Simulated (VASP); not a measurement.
# NbRh: which input changes matter, part 2 of 3

Which changes to a sound input spoil a run on NbRh, which are harmless, and which give a warning? All runs use r2SCAN. The start is a cell from a database of measured crystal structures.

VASP 6.6.1, plane waves and PAW; the level of theory is named at each step.

Still holding for the runs below: The k-mesh is coarse for a metal.

So far. Step 2 (Reference run): The pressure is 3.43 GPa and the largest force 0.000 eV/Å, so the cell is not at a minimum at these settings. Step 3 (A single point (r2SCAN) with a changed input): Against the reference run the energy at zero smearing moves by +2.40 meV an atom and the pressure by +0.70 GPa.

## Step 5: Self-consistent run (r2SCAN) with a changed input

This step: r2SCAN; plane waves and PAW (Nb_sv, Rh_pv) (VASP 6.6.1).

A single point gives energy, forces and stress at these settings. Some settings are moved from the usual, to see what they do.

Contents of INCAR:

```
SYSTEM = NbRh
PREC = Accurate
ENCUT = 400
EDIFF = 1E-06
NELM = 100
ISMEAR = -1
SIGMA = 0.05
LREAL = .FALSE.
ALGO = Normal
METAGGA = R2SCAN
LASPH = .TRUE.
NBANDS = 20
LORBIT = 11
LWAVE = .FALSE.
LCHARG = .FALSE.
KPAR = 2
ISIF = 2
NELECT = 28.02
```

Contents of POSCAR:

```
NbRh
1.0
    2.8420000000      0.0000000000      0.0000000000
    0.0000000000      2.8420000000      0.0000000000
    0.0000000000      0.0000000000      3.8090000000
Nb Rh
1 1
Direct
    0.0000000000      0.0000000000      0.0000000000
    0.5000000000      0.5000000000      0.5000000000
```

Contents of KPOINTS:

```
Automatic mesh
0
Gamma
6 6 5
0 0 0
```

The projector-augmented-wave data sets are Nb_sv and Rh_pv (PBE family, release 64).

The run is started by

```
$ mpirun -np 2 vasp_std
```

What it wrote:

```text
[... set-up lines as in an earlier step ...]
 entering main loop
       N       E                     dE             d eps       ncg     rms          rms(c)
DAV:   1     0.239270844883E+03    0.23927E+03   -0.15132E+04  1200   0.131E+03
DAV:   2    -0.511658466940E+02   -0.29044E+03   -0.28390E+03  1324   0.480E+02
DAV:   3    -0.608626799844E+02   -0.96968E+01   -0.94161E+01  1784   0.825E+01
DAV:   4    -0.613905931185E+02   -0.52791E+00   -0.52358E+00  1672   0.156E+01
DAV:   5    -0.614079621062E+02   -0.17369E-01   -0.17359E-01  1816   0.234E+00BRMIX: very serious problems
 the old and the new charge density differ
 old charge density:    28.00000 new   28.02000
BRMIX: very serious problems
 the old and the new charge density differ
 old charge density:    28.00000 new   28.02000
    0.156E+01
DAV:   6    -0.498593285807E+02    0.11549E+02   -0.10827E+01  1400   0.328E+01    0.409E+00
DAV:   7    -0.496958518845E+02    0.16348E+00   -0.42470E+00  1628   0.139E+01    0.317E+00
DAV:   8    -0.496125871640E+02    0.83265E-01   -0.49856E-01  1364   0.518E+00    0.119E+00
DAV:   9    -0.496248340144E+02   -0.12247E-01   -0.82212E-02  1504   0.260E+00    0.497E-01
DAV:  10    -0.496246586598E+02    0.17535E-03   -0.63103E-03  1520   0.729E-01    0.179E-01
DAV:  11    -0.496248454426E+02   -0.18678E-03   -0.10607E-03  1516   0.304E-01    0.332E-02
DAV:  12    -0.496248210800E+02    0.24363E-04   -0.51110E-05  1592   0.643E-02    0.111E-02
DAV:  13    -0.496248195632E+02    0.15168E-05   -0.54673E-06  1532   0.220E-02    0.219E-03
DAV:  14    -0.496248194370E+02    0.12621E-06   -0.32181E-07   792   0.525E-03
   1 F= -.49624819E+02 E0= -.49615986E+02  d E =-.176663E-01
```

Run time: 19 s. Hardware: 2 MPI ranks of AMD EPYC 9R45, shared host; peak memory 0.24 GiB.

Parts of OUTCAR (step 5):

```text
NELECT = 28.02

 ion  position               nearest neighbor table
   1  0.000  0.000  0.000-   2 2.77   2 2.77   2 2.77   2 2.77   2 2.77   2 2.77   2 2.77   2 2.77

The static configuration has the point symmetry D_4h.

 Found     30 irreducible k-points:

   k-points           NKPTS =     30   k-points in BZ     NKDIM =     30   number of bands    NBANDS=     20

 E-fermi :  12.2519

 k-point     1 :       0.0000    0.0000    0.0000
  band No.  band energies     occupation
    ...
     10       6.7778      2.00000
     11       9.6475      2.00000
     12       9.6475      2.00000
     13      11.0926      2.00000
     14      11.2299      2.00000
     15      13.3746      0.00000
     16      16.4001      0.00000
     17      16.4001      0.00000
     18      16.7092      0.00000
     19      16.8102      0.00000
    ...

 k-point     2 :       0.1667    0.0000    0.0000
  band No.  band energies     occupation
    ...
     10       7.3184      2.00000
     11       9.3283      2.00000
     12       9.8509      2.00000
     13      10.8995      2.00000
     14      11.4175      2.00000
     15      13.4260      0.00000
     16      13.4374      0.00000
     17      15.7248      0.00000
     18      16.1007      0.00000
     19      20.2133      0.00000
    ...

  Total        0.8596263      0.8596263      1.6967806      0.0000000      0.0000000      0.0000000
  in kB       44.7673245     44.7673245     88.3643613      0.0000000      0.0000000      0.0000000
  external PRESSURE =      59.2996701 kB  Pullay stress =       0.0000000 kB

  FREE ENERGIE OF THE ION-ELECTRON SYSTEM (eV)
  ---------------------------------------------------
  free  energy   TOTEN  =       -49.6248194370 eV

  energy  without entropy=      -49.6071531771  energy(sigma->0) =      -49.61598631

 total charge
# of ion       s       p       d       tot
------------------------------------------
    1        2.221   6.026   2.410  10.657
    2        0.473   6.322   7.168  13.963
--------------------------------------------------
tot          2.694  12.348   9.578  24.620

[... 6 parts as in an earlier step ...]

[... 6 further parts left out ...]
```

The run converged; its settings lie outside those of the reference runs, so its numbers are set aside.

Settings moved from the usual: k-mesh = 6×6×5 and NELECT = 28.02. KPOINTS differs too.

NELECT differs from the neutral count, so the cell is charged against a uniform background: another system, not a numerical setting. The mesh holds 30 irreducible points against 60.

## Step 6: Relaxing cell and atoms (r2SCAN) with a changed input

Properties are meant for the cell that this level of theory prefers, so cell and atoms are relaxed first (ISIF = 3) until forces and stress are small; EDIFFG sets the threshold. Some settings are moved from the usual, to see what they do.

INCAR: that of step 5 with these lines changed.

```diff
@@ -16,3 +16,5 @@
 KPAR = 2
-ISIF = 2
-NELECT = 28.02
+IBRION = 2
+NSW = 60
+ISIF = 3
+EDIFFG = -0.02
```

POSCAR is that of step 5.

Contents of KPOINTS:

```
Automatic mesh
0
Gamma
8 8 6
0 0 0
```

The run is started by

```
$ mpirun -np 2 vasp_std
```

What it wrote:

```text
[... set-up lines as in an earlier step ...]
 entering main loop
       N       E                     dE             d eps       ncg     rms          rms(c)
[... 4 cycles as in an earlier step ...]
DAV:   5    -0.616775631530E+02   -0.13587E-01   -0.13579E-01  3560   0.216E+00    0.156E+01
DAV:   6    -0.500852543458E+02    0.11592E+02   -0.10557E+01  2960   0.325E+01    0.382E+00
DAV:   7    -0.499737424026E+02    0.11151E+00   -0.40575E+00  3280   0.134E+01    0.324E+00
[... 1 cycle as in an earlier step ...]
DAV:   9    -0.498946777024E+02   -0.13874E-01   -0.64839E-02  3220   0.242E+00    0.447E-01
[... 1 cycle as in an earlier step ...]
DAV:  11    -0.498945677807E+02   -0.12075E-03   -0.13048E-03  2792   0.341E-01    0.341E-02
DAV:  12    -0.498945408165E+02    0.26964E-04   -0.69521E-05  3116   0.820E-02    0.137E-02
DAV:  13    -0.498945405899E+02    0.22664E-06   -0.60002E-06  3020   0.233E-02
   1 F= -.49894541E+02 E0= -.49887048E+02  d E =-.498945E+02
 curvature:   0.00 expect dE= 0.000E+00 dE for cont linesearch  0.000E+00
 trial: gam= 0.00000 g(F)=  0.000E+00 g(S)=  0.314E-01 ort = 0.000E+00 (trialstep = 0.100E+01)
 search vector abs. value=  0.314E-01
 bond charge predicted
       N       E                     dE             d eps       ncg     rms          rms(c)
DAV:   1    -0.510416128187E+02   -0.11471E+01   -0.22833E+01  2400   0.553E+01    0.837E+00
DAV:   2    -0.510921836557E+02   -0.50571E-01   -0.17795E+01  2720   0.282E+01    0.868E+00
DAV:   3    -0.498681510660E+02    0.12240E+01   -0.71082E+00  3072   0.172E+01    0.209E+00
DAV:   4    -0.498629146368E+02    0.52364E-02   -0.33211E-01  3196   0.442E+00    0.923E-01
DAV:   5    -0.498684527924E+02   -0.55382E-02   -0.24528E-02  3992   0.779E-01    0.527E-01
DAV:   6    -0.498722968697E+02   -0.38441E-02   -0.47398E-03  4128   0.372E-01    0.220E-01
DAV:   7    -0.498732834645E+02   -0.98659E-03   -0.18591E-03  4344   0.278E-01    0.525E-02
DAV:   8    -0.498732696209E+02    0.13844E-04   -0.98080E-05  3120   0.714E-02    0.257E-02
DAV:   9    -0.498732659005E+02    0.37203E-05   -0.33579E-05  3764   0.427E-02    0.594E-03
DAV:  10    -0.498732667442E+02   -0.84371E-06   -0.10627E-06  1752   0.988E-03
   2 F= -.49873267E+02 E0= -.49865160E+02  d E =0.212738E-01
[...]
3 F= -.49899022E+02 E0= -.49891348E+02  d E =-.448111E-02
 curvature:  -0.15 expect dE=-0.101E-04 dE for cont linesearch -0.223E-06
 ZBRENT: interpolating
 opt :   0.2867  next Energy=   -49.899022 (dE=-0.448E-02)
 bond charge predicted
       N       E                     dE             d eps       ncg     rms          rms(c)
DAV:   1    -0.498990613833E+02   -0.38716E-04   -0.76867E-04  2456   0.320E-01    0.488E-02
DAV:   2    -0.498990479361E+02    0.13447E-04   -0.47825E-04  2668   0.160E-01    0.360E-02
DAV:   3    -0.498990212732E+02    0.26663E-04   -0.14377E-04  2976   0.837E-02    0.886E-03
DAV:   4    -0.498990207783E+02    0.49494E-06   -0.83506E-06  3556   0.237E-02
   4 F= -.49899021E+02 E0= -.49891350E+02  d E =-.448019E-02
 curvature:  -0.15 expect dE=-0.901E-05 dE for cont linesearch -0.304E-06
 trial: gam=-0.00619 g(F)=  0.136E-63 g(S)=  0.620E-04 ort = 0.256E-03 (trialstep = 0.857E+00)
 search vector abs. value=  0.601E-04
 reached required accuracy - stopping structural energy minimisation
```

Elapsed: 99 s, on 2 MPI ranks; peak memory 0.29 GiB.

OUTCAR, selected parts (step 6):

```text
   NELECT =      28.0000    total number of electrons

 E-fermi :  11.8492

 k-point     1 :       0.0000    0.0000    0.0000
  band No.  band energies     occupation
    ...
     10       6.6875      2.00000
     11       9.4974      2.00000
     12       9.4974      2.00000
     13      10.8784      2.00000
     14      11.0805      2.00000
     15      13.1218      0.00000
     16      16.1011      0.00000
     17      16.1011      0.00000
     18      16.4226      0.00000
     19      16.4537      0.00000
    ...

  Total        0.0251584      0.0251584     -0.0361420      0.0000000      0.0000000      0.0000000
  in kB        1.2924566      1.2924566     -1.8567149      0.0000000      0.0000000      0.0000000
  external PRESSURE =       0.2427328 kB  Pullay stress =       0.0000000 kB

 POSITION                                       TOTAL-FORCE (eV/Angst)
 -----------------------------------------------------------------------------------
      0.00000      0.00000      0.00000         0.000000     -0.000000      0.000000
      1.42757      1.42757      1.91289        -0.000000      0.000000      0.000000
 -----------------------------------------------------------------------------------
    total drift:                               -0.000000      0.000000      0.000000

  FREE ENERGIE OF THE ION-ELECTRON SYSTEM (eV)
  ---------------------------------------------------
  free  energy   TOTEN  =       -49.8990207783 eV

  energy  without entropy=      -49.8836788275  energy(sigma->0) =      -49.89134980

 reached required accuracy - stopping structural energy minimisation

[... 7 parts as in an earlier step ...]

[... 10 further parts left out ...]
```

The run keeps the 16 symmetry operations of its start, so it cannot find a distortion of lower symmetry.

The steps of the relaxation:

```
step  energy less that of the first step (eV)  largest force (eV/Å)  pressure (GPa)  volume (Å³)
   1                                   0.0000                0.0000            3.43        30.77
   2                                   0.0213                0.0000           -7.53        32.25
   3                                  -0.0045                0.0000           -0.03        31.20
   4                                  -0.0045                0.0000            0.02        31.19
```

| conventional cell, symmetrised | before | after | change |
| --- | --- | --- | --- |
| a (Å) | 2.842 | 2.855 | +0.5 % |
| b (Å) | 2.842 | 2.855 | +0.5 % |
| c (Å) | 3.809 | 3.826 | +0.4 % |
| volume (Å³/atom) | 15.38 | 15.59 | +1.4 % |

Final coordinates:

```
Nb Rh
1.0
     2.85515    0.00000    0.00000
     0.00000    2.85515    0.00000
     0.00000    0.00000    3.82579
Nb Rh
1 1
Direct
  0.00000 0.00000 0.00000
  0.50000 0.50000 0.50000
```

This step gave:

```yaml
free_energy_toten: -49.90 eV
energy_at_zero_smearing: -49.89 eV
fermi_energy: 11.85 eV
pressure: 0.02427 GPa
scf_cycles_over_all_ionic_steps: 36
```

It ends with forces that vanish by symmetry and a pressure of 0.02 GPa.

## Step 7: Relaxing cell and atoms (r2SCAN) with a changed input, try 2

This run is made with a changed input; what comes of it follows.

INCAR: that of step 6 with these lines changed.

```diff
@@ -4,3 +4,3 @@
 EDIFF = 1E-06
-NELM = 100
+NELM = 89
 ISMEAR = -1
@@ -16,5 +16,6 @@
 KPAR = 2
-IBRION = 2
-NSW = 60
+IBRION = 1
+NSW = 30
 ISIF = 3
-EDIFFG = -0.02
+EDIFFG = -0.01
+POTIM = 3
```

POSCAR is that of step 6.

KPOINTS is that of step 6.

The run is started by

```
$ mpirun -np 2 vasp_std
```

What it wrote:

```text
[... set-up lines as in an earlier step ...]
 entering main loop
       N       E                     dE             d eps       ncg     rms          rms(c)
[... 13 cycles as in an earlier step ...]
   1 F= -.49894541E+02 E0= -.49887048E+02  d E =-.498945E+02
 BRION: g(F)=  0.000E+00 g(S)=  0.188E+00
 bond charge predicted
       N       E                     dE             d eps       ncg     rms          rms(c)
DAV:   1    -0.871928287076E+02   -0.37298E+02   -0.79378E+02  2400   0.330E+02    0.910E+01
DAV:   2    -0.638541965994E+02    0.23339E+02   -0.29681E+02  2764   0.108E+02    0.493E+01
DAV:   3    -0.587183889558E+02    0.51358E+01   -0.28636E+02  3644   0.782E+01    0.219E+01
DAV:   4    -0.492965762633E+02    0.94218E+01   -0.20778E+01  2728   0.305E+01    0.235E+01
DAV:   5    -0.513465769297E+02   -0.20500E+01   -0.38825E+01  3248   0.272E+01    0.177E+01
DAV:   6    -0.483977318261E+02    0.29488E+01   -0.22747E+01  3724   0.228E+01    0.693E+00
DAV:   7    -0.486171478965E+02   -0.21942E+00   -0.54972E-01  3084   0.470E+00    0.179E+00
DAV:   8    -0.486709016591E+02   -0.53754E-01   -0.12256E-01  4156   0.236E+00    0.199E+00
DAV:   9    -0.486458030370E+02    0.25099E-01   -0.22730E-02  3268   0.111E+00    0.175E+00
DAV:  10    -0.486217975086E+02    0.24006E-01   -0.52470E-02  3248   0.125E+00    0.820E-01
DAV:  11    -0.486190955825E+02    0.27019E-02   -0.21390E-02  3280   0.746E-01    0.172E-01
DAV:  12    -0.486194716685E+02   -0.37609E-03   -0.14168E-03  3272   0.250E-01    0.969E-02
DAV:  13    -0.486195557563E+02   -0.84088E-04   -0.40924E-04  2992   0.148E-01    0.246E-02
DAV:  14    -0.486195839298E+02   -0.28174E-04   -0.78416E-05  3204   0.524E-02    0.338E-02
DAV:  15    -0.486195672212E+02    0.16709E-04   -0.10527E-04  2840   0.493E-02    0.850E-03
DAV:  16    -0.486195692197E+02   -0.19985E-05   -0.43984E-06  3008   0.163E-02    0.281E-03
DAV:  17    -0.486195692404E+02   -0.20705E-07   -0.68687E-07  1448   0.554E-03
   2 F= -.48619569E+02 E0= -.48609316E+02  d E =0.127497E+01
[...]
3 F= -.49897691E+02 E0= -.49890139E+02  d E =-.127812E+01
[...]
4 F= -.49883086E+02 E0= -.49874226E+02  d E =0.146055E-01
[...]
5 F= -.49899013E+02 E0= -.49891389E+02  d E =-.159276E-01
[...]
6 F= -.49897430E+02 E0= -.49889489E+02  d E =0.158305E-02
 BRION: g(F)=  0.178E-61 g(S)=  0.555E-01 retain N=  2 mean eig= 0.18
 eig:   0.183  0.183
 bond charge predicted
       N       E                     dE             d eps       ncg     rms          rms(c)
DAV:   1    -0.499264170114E+02   -0.28986E-01   -0.66394E-01  2404   0.885E+00    0.129E+00
DAV:   2    -0.499168987126E+02    0.95183E-02   -0.31452E-01  2572   0.420E+00    0.916E-01
DAV:   3    -0.498996019370E+02    0.17297E-01   -0.90910E-02  2836   0.214E+00    0.258E-01
DAV:   4    -0.498988495665E+02    0.75237E-03   -0.65261E-03  3756   0.641E-01    0.123E-01
DAV:   5    -0.498989540151E+02   -0.10445E-03   -0.36935E-04  3464   0.131E-01    0.630E-02
DAV:   6    -0.498990441282E+02   -0.90113E-04   -0.22896E-04  4144   0.785E-02    0.257E-02
DAV:   7    -0.498990490047E+02   -0.48764E-05   -0.77104E-06  2696   0.251E-02    0.635E-03
DAV:   8    -0.498990497329E+02   -0.72823E-06   -0.16492E-06  2076   0.954E-03
   7 F= -.49899050E+02 E0= -.49891438E+02  d E =-.161945E-02
 BRION: g(F)=  0.161E-61 g(S)=  0.344E-05 retain N=  1 mean eig= 0.06
 eig:   0.065
 reached required accuracy - stopping structural energy minimisation
```

Elapsed: 3.3 min, on 2 MPI ranks; peak memory 0.29 GiB.

From OUTCAR (step 7):

```text
   NELECT =      28.0000    total number of electrons

 E-fermi :  11.8502

 k-point     1 :       0.0000    0.0000    0.0000
  band No.  band energies     occupation
    ...
     10       6.6833      2.00000
     11       9.4910      2.00000
     12       9.4910      2.00000
     13      10.8872      2.00000
     14      11.0690      2.00000
     15      13.1273      0.00000
     16      16.0969      0.00000
     17      16.0969      0.00000
     18      16.4402      0.00000
     19      16.4456      0.00000
    ...

  Total       -0.0022771     -0.0022771      0.0036561      0.0000000     -0.0000000     -0.0000000
  in kB       -0.1169567     -0.1169567      0.1877856      0.0000000     -0.0000000     -0.0000000
  external PRESSURE =      -0.0153760 kB  Pullay stress =       0.0000000 kB

 POSITION                                       TOTAL-FORCE (eV/Angst)
 -----------------------------------------------------------------------------------
      0.00000     -0.00000     -0.00000        -0.000000      0.000000      0.000000
      1.42836      1.42836      1.91116         0.000000     -0.000000      0.000000
 -----------------------------------------------------------------------------------
    total drift:                               -0.000000      0.000000      0.000000

  FREE ENERGIE OF THE ION-ELECTRON SYSTEM (eV)
  ---------------------------------------------------
  free  energy   TOTEN  =       -49.8990497329 eV

  energy  without entropy=      -49.8838266919  energy(sigma->0) =      -49.89143821

[... 8 parts as in an earlier step ...]

[... 10 further parts left out ...]
```

CONTCAR:

```
NbRh
   1.00000000000000
     2.8567118621615681    0.0000000000000000   -0.0000000000000002
    -0.0000000000000000    2.8567118621615681    0.0000000000000000
     0.0000000000000000   -0.0000000000000000    3.8223266010031813
  Nb              Rh
     1     1
Direct
     0.0000000000000000   -0.0000000000000000   -0.0000000000000000
     0.5000000000000000    0.5000000000000000    0.5000000000000000
```

The run converged. In volume (within 0.3 %) and energy (within 2 meV an atom) it ends like the sound relaxation.

Settings moved from the usual: NELM = 89, NSW = 30, POTIM = 3.0 and IBRION = 1.

(Part 2 of 3 ends here.)

[Lines on the potential files, build, host, timing and source positions are cut from VASP's logs without a mark.]

[Logs are printed without paths, hosts, clocks, repeated set-up lines and the standing remarks that a program may print on its own settings, such as how far it seeks lower states.]

[Hosts, paths, dates, database ids (printed as entryN), source tags and the programs' standing remarks are cut or masked in the printed files.]

[A measured line is paired with the nearest computed mode of its activity, which favours agreement.]

[In band tables of VASP the shares of atoms and orbitals are scaled to a sum of 1 inside the atoms' spheres.]
